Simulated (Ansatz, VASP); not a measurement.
This is a calculation of AlFe3B for VASP 6.6.1.

File INCAR:

```
PREC = Accurate
ENCUT = 520
EDIFF = 1E-7
ISMEAR = -1
SIGMA = 0.05
LREAL = F
LASPH = T
NELM = 120
ALGO = Normal
ISIF = 2
LWAVE = F
LCHARG = F
ISPIN = 2
MAGMOM = 3 3 3 0 0
LORBIT = 11
LMAXMIX = 4
GGA = PE
NBANDS = 27
```

KPOINTS

```
Automatic mesh
0
Gamma
  7 7 7
```

File POSCAR:

```
AlFe3B
1.0
    3.8726214787      0.0000000000      0.0000000000
    0.0000000000      3.8726214787      0.0000000000
    0.0000000000      0.0000000000      3.8726214787
Fe Al B
3 1 1
Direct
    0.0000000000      0.0000000000      0.5000000000
    0.0000000000      0.5000000000      0.0000000000
    0.5000000000      0.0000000000      0.0000000000
    0.5000000000      0.5000000000      0.5000000000
    0.0000000000      0.0000000000      0.0000000000
```

Potentials or basis: VASP PAW PBE potentials, release 64 (Fe, Al, B).

Launch:

```sh
$ cat potpaw_PBE.64/Fe/POTCAR potpaw_PBE.64/Al/POTCAR potpaw_PBE.64/B/POTCAR > POTCAR
$ mpirun -np 1 vasp_std > vasp.out
```

Task: Translate it to Ansatz 0.2.0. Potentials there: Ansatz PAW.

Result: As run (the cutoff follows the program's own potentials):

File input.yaml:

```yaml
crystal:
  lattice:
    - [3.8726214787, 0.0, 0.0]
    - [0.0, 3.8726214787, 0.0]
    - [0.0, 0.0, 3.8726214787]
  atoms:
    - { symbol: Fe, position: [0.0, 0.0, 0.5], spin: 3.0 }
    - { symbol: Fe, position: [0.0, 0.5, 0.0], spin: 3.0 }
    - { symbol: Fe, position: [0.5, 0.0, 0.0], spin: 3.0 }
    - { symbol: Al, position: [0.5, 0.5, 0.5] }
    - { symbol: B, position: [0.0, 0.0, 0.0] }
hamiltonian:
  xc: pbe
  pseudopotentials: { kind: paw }
magnetization:
  spin_polarized: true
kpoints:
  mp_grid: { grid: [7, 7, 7] }
scf:
  occupations: { method: fermi_dirac, width: 0.05 }
output:
  forces: true
  stress: true
  eigenvalues: true
```

Potentials or basis: Ansatz PAW.

Command:

```bash
$ ansatz run input.yaml --threads 2 --pin off --max-ram 5120MiB --backend cpu --events-out ev --progress --plain --runs-dir out
```

Both were run:

|  | VASP | Ansatz | Ansatz less VASP |
| --- | --- | --- | --- |
| gap on the k mesh at the Fermi level (eV) | none | none | - |
| pressure (GPa) | -7.6 | -8.0 | -0.39 |
| net moment per atom (μB) | 0.84 | 0.83 | -0.001 |
| size of the moment on the site where the two differ most (μB) | 1.51 | 1.42 | -0.093 |

Site moments also hang on the region over which each program counts them. A gap of «none» marks a metal or a gap that the smearing closes. The functional is the same, so the differences come from potentials, cutoffs and numerics. The two sets of potentials don't hold the same shells in valence.
